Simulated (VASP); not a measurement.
Runs of VASP 6.6.1 on W. Symmetry: Im-3m, No. 229, cubic system. Conventional cell: a = 3.165 Å, b = 3.165 Å, c = 3.165 Å, α = 90.00°, β = 90.00°, γ = 90.00°. Around W (site symmetry m-3m) lie 8 W at 2.74 Å. 

| level | potentials or basis | gap on the mesh (eV) | pressure (GPa) | relaxed volume (Å³/atom) |
| --- | --- | --- | --- | --- |
| PBE+D3(BJ) | VASP PAW PBE potentials, release 64 (W_sv) | none | 0.0 | 15.78 |
| PBEsol | VASP PAW PBE potentials, release 64 (W_sv) | none | 0.0 | 15.71 |
| LDA | VASP PAW LDA potentials, release 64 (W_sv) | none | -0.1 | (a) |
| rev-vdW-DF2 | VASP PAW PBE potentials, release 64 (W_sv) | none | -0.1 | (b) |
| PBE | VASP PAW PBE potentials, release 64 (W_sv) | none | 0.0 | 16.15 |
| RPBE | VASP PAW PBE potentials, release 64 (W_sv) | none | 0.0 | 16.35 |

Alike in all rows: task relaxation of cell and atoms; no spin polarisation; cell relaxed; k mesh 16 × 16 × 16; cutoff (eV) 600; smearing methfessel-paxton 0.1 eV.

Problem. Estimate the missing entries.

Solution. (a) 15.49; (b) 15.94.

Caveats: the PAW data sets were made with another functional, which shifts forces and pressure a little (some runs); pairwise dispersion overbinds metals, which lowers pressure and volume (some runs).

A k mesh can miss the band edges, and the runs leave out spin-orbit coupling on W.

A gap of «none» marks a metal or a gap under the smearing width.

Not every run made on this cell is shown here.
